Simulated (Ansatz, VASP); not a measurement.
# Cross-check of TiC between VASP and Ansatz

Wanted: the spread between two codes on one cell, functional and k mesh. Of the first pair: The cell is taken from a series of runs on this material, whose earlier steps may have relaxed, scaled, displaced or heated it; both programs get it as it stands.

Program: Ansatz 0.2.0. Level of theory: plane waves, with VASP 6.6.1 beside it; relaxation of cell and atoms at PBEsol and single point at PBEsol. Results are calculated unless marked as measured.

**1. Starting point**

The structure is cubic, space group Fm-3m (No. 225). The conventional cell has a = 4.293 Å, b = 4.293 Å, c = 4.293 Å, α = 90.00°, β = 90.00°, γ = 90.00°. C has 6 Ti at 2.15 Å nearest. Nearest to Ti lie 6 C at 2.15 Å. Farther neighbours are not listed.

As a file:

```cif
data_structure
_symmetry_space_group_name_H-M 'Fm-3m'
_symmetry_Int_Tables_number 225
_cell_length_a 4.2929
_cell_length_b 4.2929
_cell_length_c 4.2929
_cell_angle_alpha 90.000
_cell_angle_beta 90.000
_cell_angle_gamma 90.000
_cell_volume 79.12
loop_
_atom_site_label
_atom_site_type_symbol
_atom_site_symmetry_multiplicity
_atom_site_Wyckoff_symbol
_atom_site_fract_x
_atom_site_fract_y
_atom_site_fract_z
_atom_site_occupancy
C1 C 4 b 0.50000 0.00000 0.00000 1
Ti1 Ti 4 a 0.00000 0.00000 0.00000 1
```

**2. VASP: relaxation of cell and atoms, PBEsol**

The relaxed volume is the usual yardstick between codes: in a stiff, nearly cubic crystal its relative difference is about their pressure difference at one cell divided by the bulk modulus.

Lines of VASP's logs that name or quote its potential files are left out, and so is its time.

INCAR

```
SYSTEM = TiC
PREC = Accurate
ENCUT = 600
EDIFF = 1E-07
NELM = 120
ISMEAR = 1
SIGMA = 0.2
LREAL = .FALSE.
ALGO = Normal
GGA = PS
NBANDS = 14
LASPH = .TRUE.
LORBIT = 11
LWAVE = .FALSE.
LCHARG = .FALSE.
ISIF = 3
IBRION = 2
NSW = 80
EDIFFG = -0.005
GGA_COMPAT = .FALSE.
NELMIN = 4
KPAR = 2
```

POSCAR

```
TiC
1.0
    0.0000000000      2.1464660000      2.1464660000
    2.1464660000      0.0000000000      2.1464660000
    2.1464660000      2.1464660000      0.0000000000
C Ti
1 1
Direct
    0.5000000000      0.5000000000      0.5000000000
    0.0000000000      0.0000000000      0.0000000000
```

KPOINTS

```
Automatic mesh
0
Gamma
16 16 16
0 0 0
```

The projector-augmented-wave data sets are C and Ti_sv (PBE family, release 64).

Command:

```console
mpirun -np 2 vasp_std
```

Numbers of over 12 decimals in the logs are rounded to 6 here.

Log:

```text
[banner, memory and clock lines left out]
running    2 mpi-ranks, on    1 nodes
 distrk:  each k-point on    1 cores,    2 groups
 distr:  one band on    1 cores,    1 groups

 POSCAR found type information on POSCAR C Ti
 POSCAR found :  2 types and       2 ions
|                                                                             |
|               ----> ADVICE to this user running VASP <----                  |
|                                                                             |
|     You enforced a specific xc type in the INCAR file but a different       |
|     [... a line on the potential file left out ...]
|     I HOPE YOU KNOW WHAT YOU ARE DOING!                                     |
|                                                                             |

 LDA part: xc-table for (Slater+PW92), standard interpolation
 POSCAR, INCAR and KPOINTS ok, starting setup
 FFT: planning ... GRIDC
 FFT: planning ... GRID_SOFT
 FFT: planning ... GRID
 WAVECAR not read
 entering main loop
       N       E                     dE             d eps       ncg     rms          rms(c)
DAV:   1     0.127968527206E+03    0.12797E+03   -0.89192E+03  4068   0.151E+03
DAV:   2    -0.163089902941E+02   -0.14428E+03   -0.13550E+03  4312   0.372E+02
DAV:   3    -0.247857544894E+02   -0.84768E+01   -0.82729E+01  5298   0.865E+01
DAV:   4    -0.251526459704E+02   -0.36689E+00   -0.36662E+00  5178   0.165E+01
DAV:   5    -0.251601528891E+02   -0.75069E-02   -0.75065E-02  5254   0.209E+00    0.190E+01
DAV:   6    -0.203586136088E+02    0.48015E+01   -0.12531E+01  5788   0.602E+01    0.664E+00
DAV:   7    -0.198435965980E+02    0.51502E+00   -0.20076E+00  4946   0.212E+01    0.529E+00
DAV:   8    -0.198100558612E+02    0.33541E-01   -0.11323E-01  4554   0.422E+00    0.311E+00
DAV:   9    -0.198056793759E+02    0.43765E-02   -0.10106E-01  4930   0.385E+00    0.812E-01
DAV:  10    -0.198042401158E+02    0.14393E-02   -0.99174E-03  5588   0.138E+00    0.704E-01
DAV:  11    -0.198021201218E+02    0.21200E-02   -0.53645E-03  4330   0.110E+00    0.133E-01
DAV:  12    -0.198021120957E+02    0.80261E-05   -0.35487E-04  4642   0.220E-01    0.415E-02
DAV:  13    -0.198021029873E+02    0.91084E-05   -0.15548E-05  5256   0.341E-02    0.586E-03
DAV:  14    -0.198021024136E+02    0.57365E-06   -0.45099E-07  5070   0.864E-03    0.228E-03
DAV:  15    -0.198021023054E+02    0.10825E-06   -0.79809E-08  3446   0.438E-03    0.109E-03
DAV:  16    -0.198021022982E+02    0.71816E-08   -0.63750E-08  2420   0.301E-03
   1 F= -.19802102E+02 E0= -.19801968E+02  d E =-.198021E+02
 curvature:   0.00 expect dE= 0.000E+00 dE for cont linesearch  0.000E+00
 trial: gam= 0.00000 g(F)=  0.480E-60 g(S)=  0.532E-04 ort = 0.000E+00 (trialstep = 0.100E+01)
 search vector abs. value=  0.532E-04
 bond charge predicted
       N       E                     dE             d eps       ncg     rms          rms(c)
DAV:   1    -0.198027655998E+02   -0.66329E-03   -0.13507E-02  4750   0.175E+00    0.262E-01
DAV:   2    -0.198022195934E+02    0.54601E-03   -0.20492E-03  4804   0.798E-01    0.820E-02
DAV:   3    -0.198020783283E+02    0.14127E-03   -0.29011E-04  5700   0.230E-01    0.315E-02
DAV:   4    -0.198020781522E+02    0.17616E-06   -0.14577E-04  5446   0.116E-01    0.174E-02
DAV:   5    -0.198020874013E+02   -0.92492E-05   -0.11070E-05  4734   0.316E-02    0.683E-03
DAV:   6    -0.198020915793E+02   -0.41780E-05   -0.91206E-06  6304   0.137E-02    0.487E-03
DAV:   7    -0.198020921622E+02   -0.58284E-06   -0.78595E-07  4570   0.891E-03    0.296E-03
DAV:   8    -0.198020921315E+02    0.30664E-07   -0.58781E-07  5218   0.634E-03
   2 F= -.19802092E+02 E0= -.19801957E+02  d E =0.101667E-04
 trial-energy change:    0.000010  1 .order    0.000009   -0.000053    0.000070
 step:   0.4119(harm=  0.4306)  dis= 0.00000  next Energy=   -19.802113 (dE=-0.109E-04)
 bond charge predicted
       N       E                     dE             d eps       ncg     rms          rms(c)
DAV:   1    -0.198023442657E+02   -0.25210E-03   -0.46791E-03  4750   0.102E+00    0.153E-01
DAV:   2    -0.198021542723E+02    0.18999E-03   -0.69565E-04  4792   0.466E-01    0.477E-02
DAV:   3    -0.198021063835E+02    0.47889E-04   -0.98630E-05  5702   0.134E-01    0.186E-02
DAV:   4    -0.198021067668E+02   -0.38332E-06   -0.50002E-05  5410   0.685E-02    0.102E-02
DAV:   5    -0.198021107878E+02   -0.40210E-05   -0.38386E-06  4732   0.189E-02    0.385E-03
DAV:   6    -0.198021128399E+02   -0.20520E-05   -0.30250E-06  6306   0.787E-03    0.280E-03
DAV:   7    -0.198021133214E+02   -0.48157E-06   -0.25217E-07  4396   0.509E-03    0.171E-03
DAV:   8    -0.198021133475E+02   -0.26052E-07   -0.20762E-07  4598   0.377E-03
   3 F= -.19802113E+02 E0= -.19801979E+02  d E =-.110493E-04
 curvature:  -0.22 expect dE=-0.968E-10 dE for cont linesearch -0.968E-10
 trial: gam=-0.00290 g(F)=  0.324E-60 g(S)=  0.450E-09 ort = 0.155E-06 (trialstep = 0.882E+00)
 search vector abs. value=  0.100E-09
 reached required accuracy - stopping structural energy minimisation
```

Parts of OUTCAR (step 2):

```text
ion  position               nearest neighbor table
   1  0.500  0.500  0.500-   2 2.15   2 2.15   2 2.15   2 2.15   2 2.15   2 2.15
   2  0.000  0.000  0.000-   1 2.15   1 2.15   1 2.15   1 2.15   1 2.15   1 2.15

  LATTYP: Found a face centered cubic cell.
 ALAT       =     4.2929320000

 Subroutine GETGRP returns: Found 48 space group operations
 (whereof 48 operations were pure point group operations)

The static configuration has the point symmetry O_h .

 Found    145 irreducible k-points:

   k-points           NKPTS =    145   k-points in BZ     NKDIM =    145   number of bands    NBANDS=     14

   dimension x,y,z NGX =    24 NGY =   24 NGZ =   24
   dimension x,y,z NGXF=    48 NGYF=   48 NGZF=   48

   ENCUT  =  600.0 eV  44.10 Ry    6.64 a.u.   6.06  6.06  6.06*2*pi/ulx,y,z

   NELECT =      16.0000    total number of electrons

 k-points in reciprocal lattice and weights: Automatic mesh
   0.00000000  0.00000000  0.00000000       0.000
   0.06250000  0.00000000  0.00000000       0.002
   0.12500000  0.00000000  0.00000000       0.002
   0.18750000  0.00000000  0.00000000       0.002
   0.25000000  0.00000000  0.00000000       0.002
   0.31250000  0.00000000  0.00000000       0.002
   0.37500000  0.00000000  0.00000000       0.002
   0.43750000  0.00000000  0.00000000       0.002
   0.50000000  0.00000000  0.00000000       0.001
[...]
-0.31250000  0.50000000  0.18750000       0.003
  -0.25000000  0.50000000  0.25000000       0.001

 average (electrostatic) potential at core
       1 -44.2974       2 -70.5736

 E-fermi :   9.6001

 k-point     1 :       0.0000    0.0000    0.0000
  band No.  band energies     occupation
      1     -46.6454      2.00000
      2     -22.7583      2.00000
      3     -22.7583      2.00000
      4     -22.7583      2.00000
      5      -2.8787      2.00000
      6      10.2812     -0.00002
      7      10.2812     -0.00002
      8      10.2812     -0.00002
      9      11.3465     -0.00000
     10      11.3465     -0.00000
    ...

 k-point     2 :       0.0625    0.0000    0.0000
  band No.  band energies     occupation
      1     -46.6423      2.00000
      2     -22.7804      2.00000
      3     -22.7603      2.00000
      4     -22.7603      2.00000
      5      -2.7866      2.00000
      6       9.8351     -0.07009
      7      10.0877     -0.00305
      8      10.0877     -0.00305
      9      10.6580     -0.00000
     10      10.6580     -0.00000
    ...

 k-point     3 :       0.1250    0.0000    0.0000
  band No.  band energies     occupation
    ...
      4     -22.7661      2.00000
      5      -2.5162      2.00000
      6       8.9455      2.00004
      7       9.3143      2.06132
      8       9.3143      2.06132
      9      10.7262     -0.00000
     10      10.7262     -0.00000
     11      11.9258     -0.00000
     12      13.5068     -0.00000
     13      13.5068     -0.00000
    ...

  Total        0.0000789      0.0000789      0.0000789      0.0000000     -0.0000000      0.0000000
  in kB        0.0063833      0.0063833      0.0063833      0.0000000     -0.0000000      0.0000000
  external PRESSURE =       0.0063833 kB  Pullay stress =       0.0000000 kB

  energy-cutoff  :      600.00
  volume of cell :       19.79
      direct lattice vectors                 reciprocal lattice vectors
     0.000000000  2.147044462  2.147044462    -0.232878270  0.232878270  0.232878270
     2.147044462  0.000000000  2.147044462     0.232878270 -0.232878270  0.232878270
     2.147044462  2.147044462  0.000000000     0.232878270  0.232878270 -0.232878270

 POSITION                                       TOTAL-FORCE (eV/Angst)
 -----------------------------------------------------------------------------------
      2.14704      2.14704      2.14704        -0.000000      0.000000     -0.000000
      0.00000      0.00000      0.00000         0.000000     -0.000000      0.000000
 -----------------------------------------------------------------------------------
    total drift:                                0.000000     -0.000000     -0.000000

  FREE ENERGIE OF THE ION-ELECTRON SYSTEM (eV)
  ---------------------------------------------------
  free  energy   TOTEN  =       -19.8021133475 eV

  energy  without entropy=      -19.8017100745  energy(sigma->0) =      -19.80197892

 reached required accuracy - stopping structural energy minimisation

 total charge
# of ion       s       p       d       tot
------------------------------------------
    1        0.891   1.506   0.000   2.397
    2        2.206   6.263   1.995  10.465
--------------------------------------------------
tot          3.098   7.769   1.995  12.862

[... 3 further parts left out ...]
```

CONTCAR:

```
TiC
   1.00000000000000
     0.0000000000000000    2.1470444616116171    2.1470444616116171
     2.1470444616116171    0.0000000000000000    2.1470444616116171
     2.1470444616116171    2.1470444616116171    0.0000000000000000
  C               Ti
     1     1
Direct
     0.5000000000000000    0.5000000000000000    0.5000000000000000
     0.0000000000000000    0.0000000000000000    0.0000000000000000
```

The run keeps the 48 symmetry operations of its start, so it cannot find a distortion of lower symmetry.

**3. Ansatz: relaxation of cell and atoms, PBEsol**

Ansatz runs on its PAW soft_1 files.

The same cell, functional, mesh and smearing now go to Ansatz, which takes its cutoff from its data sets.

input.yaml

```yaml
crystal:
  lattice:
    - [0.0, 2.1464662778, 2.1464662778]
    - [2.1464662778, 0.0, 2.1464662778]
    - [2.1464662778, 2.1464662778, 0.0]
  atoms:
    - { symbol: C, position: [0.5, 0.5, 0.5] }
    - { symbol: Ti, position: [0.0, 0.0, 0.0] }
kpoints:
  mp_grid: { grid: [16, 16, 16] }
hamiltonian:
  xc: pbesol
  pseudopotentials: { kind: paw, azcp: { folder: soft_1 }, xc_functional: pbe }
scf:
  occupations: { method: methfessel_paxton, width: 0.2 }
output:
  forces: true
  stress: true
  eigenvalues: true
  write_density: true
  write_potential: true
  elf: true
  volumetric_format: npy
relax:
  adjacent_minimum: "off"
  f_tol: 0.001
  max_steps: 60
  cell: { stress_tol: 0.01 }
```

Command:

```console
ansatz run input.yaml --threads 4 --pin off --max-ram 10240MiB --backend cpu --events-out ev --progress --plain --runs-dir out
```

Log:

```text
Engine: ansatz 0.2.0, x86_64-unknown-linux-gnu
Pseudopotentials: kind: paw
Pseudopotential: C, paw, valence charge 4, recommended cutoff 420 eV (normal), soft_1/C.paw.azcp
Pseudopotential: Ti, paw, valence charge 12, recommended cutoff 420 eV (normal), soft_1/Ti.paw.azcp
Functional definition: PBEsol
  exchange = pbesol_x
  correlation = pbesol_c
Crystal: 2 atoms, lattice volume = 19.779 Å³
Basis set: ecut = 420 eV, 387 PW (Γ), exchange–correlation on 48×48×48 points (8 copies of the dense FFT grid, shifted against one another)
Bands: 12, of which v1, the nominal top of the filled ones, is band 8 counted from 1 (7 counted from 0)
Symmetry: 48 space group operations
Space group: Fm-3m (ITA 225), of the structure as read, at distance tolerance 2.7e-5 Å
k-points: 145 of 4096
Non-local potential: C, projectors of the file, l = 0: 2, l = 1: 2, l = 2: 1
Non-local potential: Ti, projectors of the file, l = 0: 3, l = 1: 2, l = 2: 3, l = 3: 1
PAW form: soft (Blöchl's): semilocal exchange-correlation on the pseudo side does not see the compensation charge
PAW frozen core: C, regenerated for the run's functional, and the local potential with it (the file was generated under x = pbe(κ = 0.804, μ = 0.219515), c = pbe(β = 0.066725))
PAW frozen core: Ti, regenerated for the run's functional, and the local potential with it (the file was generated under x = pbe(κ = 0.804, μ = 0.219515), c = pbe(β = 0.066725))
PAW one-centre angular grid: C, 110 points (default); XC on 64 Gauss nodes
PAW one-centre angular grid: Ti, 590 points (default); XC on 64 Gauss nodes
Initial density: superposition of atomic densities (chi_scale 0.1, normalization cell, long waves kept (reshape's long-wave potential 0.00 eV rms))
Initial wavefunctions: pseudopotential atomic-orbital guess
Functional: x = pbesol(κ = 0.804, μ = 0.123457), c = pbesol(β = 0.046)
SCF iter   1: F=—  HF=-2723.416358 eV  |F-HF|=—  |Δ(HF+E_count)|=         —  Δρ=1.39e-1  dr2=4.91e0  ethr=3.10e-3  ⟨swp⟩=4.3  Hψ=8261  notcnv=0
preconditioner: auto → none  [metal: Δε(μ)=0.122 eV  Ē_g=9.200 eV  σ=0.200 eV  W_gap=0.48  n_scr=8 (ndim 8)  ℏωp=23.6 eV  f_vac=0.000  D(μ)=0.22/eV (n_scr^D=0)  sad-step TF]
SCF iter   2: F=—  HF=-2722.924443 eV  |F-HF|=—  |Δ(HF+E_count)|=   4.92e-1  S|Δr|=    0.00e0  Δρ=9.75e-2  dr2=2.48e0  ethr=3.10e-3  ⟨swp⟩=2.0  Hψ=3464  notcnv=0
SCF iter   3: F=—  HF=-2722.427480 eV  |F-HF|=—  |Δ(HF+E_count)|=   4.97e-1  S|Δr|=    0.00e0  Δρ=8.23e-3  dr2=7.50e-3  ethr=3.10e-3  ⟨swp⟩=2.7  Hψ=3530  notcnv=0
SCF iter   4: F=—  HF=-2722.424660 eV  |F-HF|=—  |Δ(HF+E_count)|=   2.82e-3  S|Δr|=    0.00e0  Δρ=1.42e-3  dr2=1.78e-4  ethr=4.69e-5  ⟨swp⟩=2.0  Hψ=4107  notcnv=0
SCF iter   5: F=—  HF=-2722.424798 eV  |F-HF|=—  |Δ(HF+E_count)|=   1.38e-4  S|Δr|=    0.00e0  Δρ=3.78e-4  dr2=2.03e-5  ethr=1.11e-6  ⟨swp⟩=2.0  Hψ=2320  notcnv=0
SCF iter   6: F=—  HF=-2722.424797 eV  |F-HF|=—  |Δ(HF+E_count)|=   1.44e-6  S|Δr|=    0.00e0  Δρ=4.30e-5  dr2=3.42e-7  ethr=1.27e-7  ⟨swp⟩=2.1  Hψ=2786  notcnv=0
SCF iter   7: F=-2722.424796 eV  HF=-2722.424796 eV  |F-HF|=1.01e-9  |Δ(HF+E_count)|=   8.96e-8  S|Δr|=    0.00e0  Δρ=2.69e-6  dr2=1.16e-9  ethr=6.25e-10  ⟨swp⟩=8.0  Hψ=10803  notcnv=0
SCF 1 converged in 7 iterations: F = -2722.424796 eV  dr2 = 1.16e-9
  greatest PAW one-centre occupation: 0.998 electrons in one spin orbital (limit 2), on the Ti atom at site 1 (counted from 0), in its partial waves of l = 0
relax step   1: F+E_penalty+E_count = -2722.42479644 eV  Δ(F+E_penalty+E_count) = +0.000e0 eV  max|allowed force component| = 3.616e-30 eV/Å  Δτ_max = 0.0000 Å  P = -0.010 GPa  Ω = 19.779 Å³  (7 SCF iters, dr2 threshold 1.00e-7 eV, accepted)
[...]
relax step   2: F+E_penalty+E_count = -2722.42479644 eV  Δ(F+E_penalty+E_count) = -5.552e-10 eV  max|allowed force component| = 4.503e-30 eV/Å  Δτ_max = 0.0000 Å  P = -0.010 GPa  Ω = 19.779 Å³  stress off target by 1.00e-2 GPa  SCF on the basis re-selected at this cell (its energy is not comparable with the rows above)  (4 SCF iters)
[...]
relax step   3: F+E_penalty+E_count = -2722.42479732 eV  Δ(F+E_penalty+E_count) = -8.831e-7 eV  max|allowed force component| = 3.944e-30 eV/Å  Δτ_max = 0.0000 Å  P = -0.001 GPa  Ω = 19.778 Å³  energy of the carried Pulay correction = +8.604e-7 eV  (3 SCF iters, dr2 threshold 2.52e-10 eV, accepted)
[...]
relax step   4: F+E_penalty+E_count = -2722.42479732 eV  Δ(F+E_penalty+E_count) = -6.821e-12 eV  max|allowed force component| = 3.024e-30 eV/Å  Δτ_max = 0.0000 Å  P = -0.001 GPa  Ω = 19.778 Å³  stress off target by 1.47e-3 GPa  SCF on the basis re-selected at this cell (its energy is not comparable with the rows above)  (3 SCF iters)
basis re-selected at this cell: Δ(F+E_penalty+E_count) = -6.821e-12 eV, ΔP = -0.000 GPa vs the last step (what re-selecting the basis moved, of the pressure what is left beyond the Pulay correction that the steps carried, after the strain that the cell walked since its last selection, with what the two solves' SCF thresholds leave and, on support functions, any second-order correction that the steps lacked; it is no  [...]
SCF converged after 3 iterations
Stability not checked: this state was not tested for a lower state beside it, because cold or Methfessel-Paxton smearing, or corrected tetrahedra, fill the levels in a way that the test cannot read (fill_not_monotonic; see scf.lower_state_search)
Free energy (F): -2722.424797 eV
Harris-Foulkes:  -2722.424797 eV  (|F-HF|=4.55e-13)
Internal energy: -2722.424388 eV  (E = F + TS)
E sigma→0 (E₀):  -2722.424695 eV
Entropy (-TS):   -0.000409 eV (-0.205 meV/atom)
Fermi energy:    14.968978 eV
Step filling:    the computed levels leave a gap of 0.0000 eV = 0.0 smearing widths at the electron count; against every level under it full and every level over it empty, smearing changes F+E_penalty+E_count by -0.609 meV and its σ→0 estimate by -0.506 meV
--- Per-component energies (eV) ---
  E_band       = -104.833145
  E_kinetic    = 367.207022
  E_local      = -813.383507  (includes V_loc(G=0)·N_el)
  E_nonlocal   = 84.509500
  E_hartree    = 320.801937
  E_xc         = -163.754418
  E_vxc        = -205.217743  (∫ρ·V_xc dr)
  E_paw        = -1112.189601  (= ΣΔE_a)
  E_vpaw       = -179.552225  (= ΣTr[D̂ρ^β])
  E_aug_tail   = -0.000063  (compensation charges beyond the density's cutoff)
  E_ewald      = -1405.775744
  E_core_change = 0.160485  (= ΣΔE_core)
  E_smearing   = -0.000409  (= −TS)
  E_closure    = 0.000000  (closes the sum)
  Σ components = -2722.424797   (vs F -2722.424797, Δ=0.00e0)
--- Forces (eV/Å), atoms counted from 1 ---
  atom   1  C      0.00000000    -0.00000000     0.00000000
  atom   2  Ti    -0.00000000    -0.00000000     0.00000000
  max |Σ_I F_I| component: 1.84e-30 eV/Å
--- Stress (GPa, compression-positive) ---
       -0.001471      -0.000000       0.000000
       -0.000000      -0.001471       0.000000
       -0.000000       0.000000      -0.001471
  P = ⅓ Tr σ = -0.0015 GPa (-0.015 kbar)
--- Band table (eV; the first three rows and the last of 145) ---
  k-point 0: bands = [... 4 lower, 2.4842, 15.6541, 15.6541, 15.6541, 16.7178, 16.7178, 16.7178, 16.7733]
  k-point 1: bands = [... 4 lower, 2.5765, 15.2057, 15.4597, 15.4597, 16.0336, 16.0336, 16.9612, 17.7877]
  k-point 2: bands = [... 4 lower, 2.8473, 14.3133, 14.6840, 14.6840, 16.1019, 16.1019, 17.3026, 18.8885]
  k-point 144: bands = [... 4 lower, 5.4421, 11.7593, 11.7593, 12.2062, 17.8665, 17.8665, 18.6532, 20.3861]
--- Relaxed structure (2 steps of the walk, 2 accepted, 2 SCFs on fresh bases) ---
  F+E_penalty+E_count = -2722.42479732 eV   max|allowed force component| = 3.024e-30 eV/Å   (the final SCF, on the basis selected at the relaxed cell)
  cell:  # Å, volume = 19.7783 Å³
    - [0.0, 2.146443, 2.146443]
    - [2.146443, 0, 2.146443]
    - [2.146443, 2.146443, 0.0]
  atoms:
    - { symbol: C, position: [0.5, 0.5, 0.5] }
    - { symbol: Ti, position: [0, 0, 0] }
```

In the SCF lines HF is the Harris–Foulkes energy and dr2 the Hartree energy of the density residual, in eV; the loop may stop once dr2 is under the threshold and the program's other checks hold. Hψ counts applications of the Hamiltonian.

**4. Differences**

Known differences besides the potentials themselves: the cutoff is 420 eV in Ansatz and 600 eV in VASP; Ansatz makes its cores anew for this functional, VASP keeps those of its PBE data sets; Ansatz adds a Pulay correction to the stress that steers its cell, VASP none. Total energies have different zeros and are not compared.

The two programs side by side:

```tsv
quantity	Ansatz	VASP	difference
volume (Å³)	19.78	19.79	-0.08 %
edge a after relaxation, in the typed setting (Å)	3.035	3.036	-0.03 %
```

[end of part 1 of 2]

[Lines on the potential files, build, host, timing and source positions are cut from VASP's logs without a mark.]

[Logs are printed without paths, hosts, clocks, repeated set-up lines and the standing remarks that a program may print on its own settings, such as how far it seeks lower states.]

[Hosts, paths, dates, database ids (printed as entryN), source tags and the programs' standing remarks are cut or masked in the printed files.]
